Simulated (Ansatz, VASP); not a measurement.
**One calculation of ZnIr3C4, two programs**

```
Zn Ir C
1.0
     4.38245    0.00000    0.00000
     0.00000    4.38245    0.00000
     0.00000    0.00000    4.38245
Zn Ir C
1 3 4
Direct
  0.50000 0.50000 0.50000
  0.50000 0.00000 0.00000
  0.00000 0.50000 0.00000
  0.00000 0.00000 0.50000
  0.00000 0.50000 0.50000
  0.50000 0.00000 0.50000
  0.50000 0.50000 0.00000
  0.00000 0.00000 0.00000
```

Alike in both runs: functional PBE; k mesh 8 × 8 × 8; occupations gaussian, width 0.1 eV; no spin polarisation.

Ansatz relaxed the structure, and its values are those at the end. VASP's run is a single point on that final structure, the one shown.

|  | VASP | Ansatz |
| --- | --- | --- |
| version | VASP 6.6.1 | Ansatz 0.2.0 |
| potentials or method | VASP PAW PBE potentials, release 64 (Zn, Ir, C) | scalar-relativistic, plane waves, PAW |
| plane-wave cutoff (eV) | 520 | 420 |
| valence electrons in the cell | 55 | 79 |

|  | VASP | Ansatz | Ansatz less VASP |
| --- | --- | --- | --- |
| gap on the k mesh at the Fermi level (eV) | none | none | - |
| pressure (GPa) | 1.4 | 0.0 | -1.45 |

A gap of «none» marks a metal or a gap that the smearing closes. The two sets of potentials don't hold the same shells in valence.

Spin-orbit coupling is left out, which matters for the levels of Ir.
